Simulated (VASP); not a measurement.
Write the native input for VASP 6.6.1 that does the following.

- Task: single point
- Functional: PBE
- Potentials or basis: VASP PAW PBE potentials, release 64 (B, P, Al)
- Cutoff: 520 eV
- k mesh: 8 × 8 × 6
- Occupations: fermi-dirac, width 0.02 eV
- Spin: no spin polarisation
- Dipole correction: no
- Further INCAR settings: ALGO = Fast; EDIFF = 1e-06; NBANDS = 16

The structure of AlBP2 lies in POSCAR:

```
AlBP2
1.0
    3.4145862175      0.0000000000      0.0000000000
    0.0000000000      3.4145862175      0.0000000000
    0.0000000000      0.0000000000      5.2801832362
B P Al
1 2 1
Direct
    0.0000000000      0.0000000000      0.0000000000
    0.0000000000      0.5000000000      0.2077800712
    0.5000000000      0.0000000000      0.7922199288
    0.5000000000      0.5000000000      0.5000000000
```

The cell was built by a generator and needn't be a form met in nature.

The cell isn't the ideal one: epitaxial_xy strain -2.2%.

These files were run (other wordings do the same):

INCAR

```
SYSTEM = AlBP2
PREC = Accurate
ENCUT = 520
EDIFF = 1E-6
ISMEAR = -1
SIGMA = 0.02
LREAL = .False.
LASPH = .True.
NELM = 100
ALGO = Fast
ISIF = 2
LWAVE = .False.
LCHARG = .False.
GGA = PE
NBANDS = 16
```

KPOINTS

```
regular mesh
0
Gamma
  8 8 6
  0 0 0
```

Potentials or basis: VASP PAW PBE potentials, release 64 (B, P, Al).

Launch:

```console
$ cat potpaw_PBE.64/B/POTCAR potpaw_PBE.64/P/POTCAR potpaw_PBE.64/Al/POTCAR > POTCAR
$ mpirun -np 1 vasp_std > vasp.out
```

It gave:

```
Pressure               : 4.4 GPa
Largest force          : 0.158 eV/Å
Band gap on the k mesh : 0.48 eV, indirect (least direct gap 0.80 eV)
```

Wall time 21 s on 1 thread of Intel(R) Xeon(R) 6975P-C (Granite Rapids), on a shared host, peak memory 0.2 GiB.
